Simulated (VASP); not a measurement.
Output of a VASP run:

File OSZICAR:
```
       N       E                     dE             d eps       ncg     rms          rms(c)
DAV:   1     0.177040713148E+03    0.17704E+03   -0.13770E+04  1248   0.171E+03
DAV:   2    -0.190949332591E+01   -0.17895E+03   -0.17586E+03  1712   0.278E+02
DAV:   3    -0.126390661841E+02   -0.10730E+02   -0.10721E+02  1680   0.725E+01
DAV:   4    -0.130384975736E+02   -0.39943E+00   -0.39934E+00  2320   0.109E+01
DAV:   5    -0.130405205288E+02   -0.20230E-02   -0.20229E-02  1736   0.785E-01    0.134E+01
DAV:   6    -0.127492238673E+02    0.29130E+00   -0.76339E-01  1664   0.510E+00    0.873E+00
DAV:   7    -0.127603668388E+02   -0.11143E-01   -0.45857E-01  1928   0.434E+00    0.202E+00
DAV:   8    -0.127642068482E+02   -0.38400E-02   -0.65514E-02  1480   0.154E+00    0.345E-01
DAV:   9    -0.127656444212E+02   -0.14376E-02   -0.24963E-03  1832   0.325E-01    0.128E-01
DAV:  10    -0.127669842015E+02   -0.13398E-02   -0.11640E-03  1456   0.233E-01    0.347E-02
DAV:  11    -0.127670677098E+02   -0.83508E-04   -0.10085E-04  1880   0.601E-02    0.389E-02
DAV:  12    -0.127670778879E+02   -0.10178E-04   -0.16682E-05  1592   0.238E-02    0.105E-02
DAV:  13    -0.127670809035E+02   -0.30156E-05   -0.62260E-06  1648   0.148E-02    0.453E-03
DAV:  14    -0.127670808066E+02    0.96936E-07   -0.31123E-07  1240   0.402E-03
   1 F= -.12767081E+02 E0= -.12767081E+02  d E =-.229717E-13
```

File OUTCAR:
```
------------------------ aborting loop because EDIFF is reached ----------------------------------------
  FORCE on cell =-STRESS in cart. coord.  units (eV):
  Direction    XX          YY          ZZ          XY          YZ          ZX
  --------------------------------------------------------------------------------------
  Total        0.8685655      1.0624496      0.6393905      0.0000000      0.1593486      0.0000000
  in kB       16.5964684     20.3011878     12.2174142      0.0000000      3.0448182      0.0000000
  external PRESSURE =      16.3716901 kB  Pullay stress =       0.0000000 kB
  volume of cell :       83.85
      direct lattice vectors                 reciprocal lattice vectors
     0.000000000  3.447422000  3.501151000    -0.143948727  0.145035914  0.142810179
     3.473459000  0.000000000  3.501151000     0.143948727 -0.145035914  0.142810179
     3.473459000  3.447422000  0.000000000     0.143948727  0.145035914 -0.142810179
 POSITION                                       TOTAL-FORCE (eV/Angst)
 -----------------------------------------------------------------------------------
      0.00000      0.00000      0.00000         0.084433      0.000000      0.000000
      1.73673      1.72371      1.75058         0.085778      0.000000      0.000000
      5.26826      5.17113      5.25173        -0.170210      0.000000      0.000000
 -----------------------------------------------------------------------------------
    total drift:                                0.000100      0.000000      0.000001
  FREE ENERGIE OF THE ION-ELECTRON SYSTEM (eV)
  ---------------------------------------------------
  free  energy   TOTEN  =       -12.7670808066 eV

  energy  without entropy=      -12.7670808066  energy(sigma->0) =      -12.76708081
```
(Selected blocks of OUTCAR.)

POSCAR:
```
SrCl2
1
    0.0000000000     3.4474220000     3.5011510000
    3.4734590000     0.0000000000     3.5011510000
    3.4734590000     3.4474220000     0.0000000000
Sr Cl
1 2
Direct
  0.0000000000   0.0000000000   0.0000000000
  0.2500000000   0.2500000000   0.2500000000
  0.7416400000   0.7583600000   0.7583600000
```

### Question
Write an INCAR and KPOINTS that could have produced this output.

### Answer
This is not unique; one that fits is the input of the run itself, PBE GGA, plane waves, VASP's PBE PAW potentials (set 64).

### INCAR
```
# general
SYSTEM  = SrCl2
PREC    = Accurate
ENCUT   = 700
LREAL   = .FALSE.
LASPH   = .TRUE.

# electronic loop
EDIFF   = 1E-6
NELM    = 100
ALGO    = Normal
LMAXMIX = 4

# smearing
ISMEAR  = 0
SIGMA   = 0.05

# functional
GGA     = PE

# ions
ISIF    = 2

# output
LWAVE   = .FALSE.
LCHARG  = .FALSE.
```

File KPOINTS:
```
Automatic mesh
0
Gamma
5 5 5
0 0 0
```

POTCAR, in this order: Sr_sv Cl (PBE.64 set). Program: vasp_std.

The compound is SrCl2 in the fluorite structure. The cell was not relaxed at this level, atoms are displaced from their ideal sites. The run is one of a series of settings (ENCUT = 700 against the base run), some of them coarse on purpose.
